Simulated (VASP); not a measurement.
OSZICAR of a VASP run on Hf (hcp):

File OSZICAR:
```
       N       E                     dE             d eps       ncg     rms          rms(c)
DAV:   1     0.457498450243E+02    0.45750E+02   -0.11802E+04  2940   0.137E+03
DAV:   2    -0.202341710143E+02   -0.65984E+02   -0.64822E+02  3726   0.270E+02
DAV:   3    -0.220804931706E+02   -0.18463E+01   -0.18003E+01  3930   0.300E+01
DAV:   4    -0.220958973407E+02   -0.15404E-01   -0.15398E-01  3426   0.340E+00
DAV:   5    -0.220961222466E+02   -0.22491E-03   -0.22489E-03  3964   0.321E-01    0.684E+01
DAV:   6    -0.215825434880E+02    0.51358E+00   -0.44888E-01  3114   0.505E+00    0.403E+01
DAV:   7    -0.213977661167E+02    0.18478E+00   -0.71656E-01  3116   0.613E+00    0.204E+00
DAV:   8    -0.213895571833E+02    0.82089E-02   -0.45026E-02  3246   0.167E+00    0.238E-01
DAV:   9    -0.213896509306E+02   -0.93747E-04   -0.10068E-03  4056   0.248E-01    0.199E-01
DAV:  10    -0.213896471919E+02    0.37387E-05   -0.35882E-05  3328   0.498E-02    0.202E-01
DAV:  11    -0.213896446332E+02    0.25587E-05   -0.36060E-06  3972   0.136E-02    0.119E-02
DAV:  12    -0.213896446148E+02    0.18445E-07   -0.38881E-07  3420   0.496E-03
   1 F= -.21389645E+02 E0= -.21390135E+02  d E =-.213896E+02
       N       E                     dE             d eps       ncg     rms          rms(c)
DAV:   1    -0.213908471476E+02   -0.12025E-02   -0.60927E-02  2964   0.205E+00    0.210E-01
DAV:   2    -0.213901283594E+02    0.71879E-03   -0.10142E-03  3822   0.250E-01    0.103E-01
DAV:   3    -0.213899223857E+02    0.20597E-03   -0.23613E-04  3872   0.107E-01    0.921E-02
DAV:   4    -0.213898861833E+02    0.36202E-04   -0.76044E-05  4054   0.626E-02    0.370E-02
DAV:   5    -0.213898859076E+02    0.27565E-06   -0.46516E-06  3904   0.161E-02    0.272E-03
DAV:   6    -0.213898859044E+02    0.32478E-08   -0.43692E-08  2004   0.183E-03
   2 F= -.21389886E+02 E0= -.21390411E+02  d E =-.241290E-03
       N       E                     dE             d eps       ncg     rms          rms(c)
DAV:   1    -0.213899501001E+02   -0.64192E-04   -0.34044E-03  2976   0.484E-01    0.504E-02
DAV:   2    -0.213899097850E+02    0.40315E-04   -0.56703E-05  3816   0.593E-02    0.236E-02
DAV:   3    -0.213898980786E+02    0.11706E-04   -0.13689E-05  3890   0.257E-02    0.209E-02
DAV:   4    -0.213898961555E+02    0.19231E-05   -0.41451E-06  4036   0.146E-02    0.871E-03
DAV:   5    -0.213898961417E+02    0.13778E-07   -0.23229E-07  2534   0.366E-03
   3 F= -.21389896E+02 E0= -.21390427E+02  d E =-.251527E-03
```

Task: Which electronic solver shows in the log?

Result: It is blocked Davidson (ALGO = Normal, or the opening steps of other solvers). The INCAR had ALGO = Normal.

Task: Can the final energy be trusted as converged?

Result: The run converged. It stopped with EDIFF = 1E-7, NELM = 100, NSW = 30 and EDIFFG = -0.01 after 3 ionic steps (LDA (Ceperley-Alder, Perdew-Zunger), plane waves, VASP's LDA PAW potentials (set 64)).

The compound is Hf in the hcp structure. This run relaxes it. Symmetry was kept, so distortions that lower it aren't found.
